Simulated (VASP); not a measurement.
Output of a VASP run:

**OSZICAR**
```
...
DAV:  16    -0.695188743038E+02    0.44402E-04   -0.93850E-06  1678   0.263E-02    0.396E-03
DAV:  17    -0.695188910148E+02   -0.16711E-04   -0.23041E-06  1125   0.150E-02    0.194E-03
DAV:  18    -0.695188911263E+02   -0.11154E-06   -0.31375E-06  1325   0.117E-02
   1 F= -.69518891E+02 E0= -.69518891E+02  d E =-.695189E+02
       N       E                     dE             d eps       ncg     rms          rms(c)
DAV:   1    -0.695253971747E+02   -0.65062E-02   -0.12788E-01  1648   0.178E+00    0.258E-01
DAV:   2    -0.695241822443E+02    0.12149E-02   -0.76865E-03  1780   0.499E-01    0.138E-01
DAV:   3    -0.695234515956E+02    0.73065E-03   -0.21753E-03  1713   0.251E-01    0.449E-02
DAV:   4    -0.695234565271E+02   -0.49315E-05   -0.47562E-04  1744   0.117E-01    0.212E-02
DAV:   5    -0.695234456491E+02    0.10878E-04   -0.79702E-05  1653   0.663E-02    0.114E-02
DAV:   6    -0.695234524699E+02   -0.68208E-05   -0.57736E-05  1628   0.561E-02    0.533E-03
DAV:   7    -0.695234576908E+02   -0.52209E-05   -0.22689E-05  1633   0.350E-02    0.288E-03
DAV:   8    -0.695234610529E+02   -0.33622E-05   -0.27684E-06  1366   0.131E-02    0.105E-03
DAV:   9    -0.695234611865E+02   -0.13361E-06   -0.52545E-07   934   0.629E-03
   2 F= -.69523461E+02 E0= -.69523461E+02  d E =-.457006E-02
       N       E                     dE             d eps       ncg     rms          rms(c)
DAV:   1    -0.695234632240E+02   -0.21711E-05   -0.35525E-05  1678   0.298E-02    0.418E-03
DAV:   2    -0.695234628545E+02    0.36950E-06   -0.18916E-06  1139   0.843E-03
   3 F= -.69523463E+02 E0= -.69523463E+02  d E =-.457173E-02
       N       E                     dE             d eps       ncg     rms          rms(c)
DAV:   1    -0.695244717458E+02   -0.10085E-02   -0.26507E-02  1678   0.853E-01    0.995E-02
DAV:   2    -0.695244759713E+02   -0.42256E-05   -0.16063E-03  1802   0.220E-01    0.595E-02
DAV:   3    -0.695244450766E+02    0.30895E-04   -0.19414E-04  1781   0.798E-02    0.204E-02
DAV:   4    -0.695244498053E+02   -0.47288E-05   -0.39942E-05  1762   0.370E-02    0.106E-02
DAV:   5    -0.695244512386E+02   -0.14333E-05   -0.83524E-06  1643   0.221E-02    0.597E-03
DAV:   6    -0.695244537554E+02   -0.25168E-05   -0.60206E-06  1593   0.195E-02    0.199E-03
DAV:   7    -0.695244552742E+02   -0.15188E-05   -0.16004E-06  1004   0.108E-02    0.109E-03
DAV:   8    -0.695244554096E+02   -0.13536E-06   -0.34392E-07   864   0.478E-03
   4 F= -.69524455E+02 E0= -.69524455E+02  d E =-.992555E-03
       N       E                     dE             d eps       ncg     rms          rms(c)
DAV:   1    -0.695244669427E+02   -0.11668E-04   -0.23123E-04  1683   0.795E-02    0.938E-03
DAV:   2    -0.695244665390E+02    0.40364E-06   -0.14084E-05  1776   0.208E-02    0.563E-03
DAV:   3    -0.695244661121E+02    0.42696E-06   -0.14293E-06  1084   0.777E-03
   5 F= -.69524466E+02 E0= -.69524466E+02  d E =-.100326E-02
       N       E                     dE             d eps       ncg     rms          rms(c)
DAV:   1    -0.695245399430E+02   -0.73404E-04   -0.34859E-03  1568   0.297E-01    0.375E-02
DAV:   2    -0.695245451726E+02   -0.52296E-05   -0.20227E-04  1733   0.843E-02    0.153E-02
DAV:   3    -0.695245368637E+02    0.83089E-05   -0.19003E-05  1721   0.266E-02    0.673E-03
DAV:   4    -0.695245360276E+02    0.83614E-06   -0.83558E-06  1683   0.152E-02
   6 F= -.69524536E+02 E0= -.69524536E+02  d E =-.699155E-04
```

File OUTCAR:
```
------------------------ aborting loop because EDIFF is reached ----------------------------------------
  FORCE on cell =-STRESS in cart. coord.  units (eV):
  Direction    XX          YY          ZZ          XY          YZ          ZX
  --------------------------------------------------------------------------------------
  Total        0.0196186      0.0168015     -0.0428054      0.0000000      0.0000000     -0.0174813
  in kB        0.1879721      0.1609805     -0.4101328      0.0000000      0.0000000     -0.1674938
  external PRESSURE =      -0.0203934 kB  Pullay stress =       0.0000000 kB
  volume of cell :      167.22
      direct lattice vectors                 reciprocal lattice vectors
     6.912380595 -1.923847385 -0.000408038     0.072334487 -0.259895875  0.008594481
     6.912380595  1.923847385 -0.000408038     0.072334487  0.259895875  0.008594481
    -0.747022999  0.000000000  6.287235807     0.000009389  0.000000000  0.159053524
 POSITION                                       TOTAL-FORCE (eV/Angst)
 -----------------------------------------------------------------------------------
      0.11487      0.00000      5.49458         0.009263      0.000000      0.005377
     12.96287      0.00000      0.79184        -0.009263      0.000000     -0.005377
      7.24021      0.00000      4.10814        -0.006179      0.000000      0.001337
      5.83752      0.00000      2.17828         0.006179      0.000000     -0.001337
      2.89909      0.00000      0.35915        -0.001023      0.000000      0.007016
     10.17865      0.00000      5.92727         0.001023      0.000000     -0.007016
      9.61551      0.00000      3.68132         0.002273      0.000000     -0.000492
      3.46223      0.00000      2.60510        -0.002273      0.000000      0.000492
 -----------------------------------------------------------------------------------
    total drift:                                0.000000      0.000000      0.000000
  FREE ENERGIE OF THE ION-ELECTRON SYSTEM (eV)
  ---------------------------------------------------
  free  energy   TOTEN  =       -69.5245360276 eV

  energy  without entropy=      -69.5245360276  energy(sigma->0) =      -69.52453603

 reached required accuracy - stopping structural energy minimisation
```
(Selected blocks of OUTCAR.)

POSCAR:
```
Si
1
    6.8888016965    -1.9347036455     0.0118139560
    6.8888016965     1.9347036455     0.0118139560
   -0.7333732018     0.0000000000     6.2561424741
Si
8
Direct
  0.0555141674   0.0555141674   0.8727500571
  0.9444858326   0.9444858326   0.1272499429
  0.5591123758   0.5591123758   0.6540288981
  0.4408876242   0.4408876242   0.3459711019
  0.2128401691   0.2128401691   0.0564681265
  0.7871598309   0.7871598309   0.9435318735
  0.7270677782   0.7270677782   0.5849285909
  0.2729322218   0.2729322218   0.4150714091
```

**Question.** Reconstruct the remaining input files.

**Answer.** One answer among several that fit: the input of the run itself, r2SCAN meta-GGA, plane waves, VASP's PBE PAW potentials (set 64).

### KPOINTS
```
K-points
0
Gamma
  6 6 3
```

INCAR:
```
NSW = 60   # most ionic steps
IBRION = 2   # conjugate gradients
LWAVE = .FALSE.
ISMEAR = 0   # Gaussian
SIGMA = 0.05   # width (eV)
LREAL = .FALSE.   # projection in real space or not
NELM = 100   # most electronic steps
METAGGA = R2SCAN
SYSTEM = Si
LCHARG = .FALSE.
ENCUT = 400   # plane-wave cut-off (eV)
ALGO = Normal
PREC = Accurate
LASPH = .TRUE.   # aspherical one-centre terms
EDIFF = 1E-6   # SCF stop (eV)
EDIFFG = -0.02   # ionic stop
LMIXTAU = .TRUE.
ISIF = 3
```

POTCAR, in this order: Si (PBE.64 set). Program: vasp_std.

The structure comes from a computed database's Si entry (C2/m); how it stands against other phases isn't given here. This run relaxes it. Symmetry was kept, so distortions that lower it aren't found. The start is the result of an earlier pass.
